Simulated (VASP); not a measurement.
Input:

```
CELL_PARAMETERS angstrom
      3.96145     0.00000     0.00000
      0.00000     3.96145     0.00000
      0.00000     0.00000     3.96145
ATOMIC_POSITIONS crystal
  Tl 0.00000 0.00000 0.00000
  Br 0.50000 0.50000 0.50000
```

The numbers are results of PBE GGA with D4 dispersion, VASP's PBE PAW potentials (set 64) (plane waves; VASP), not measurements. Numerical set-up: 520 eV cut-off, 7×7×7 Γ-centred mesh, Gaussian smearing of 0.050 eV, potentials Tl_d Br.

What does the run give for the energy per atom (σ→0), pressure?

The energy per atom (σ→0) is -3.092 eV/atom. The pressure is 6.74 GPa.

The compound is TlBr in the CsCl type structure. This cell is one point of a volume scan, at 0.97 of the reference volume.
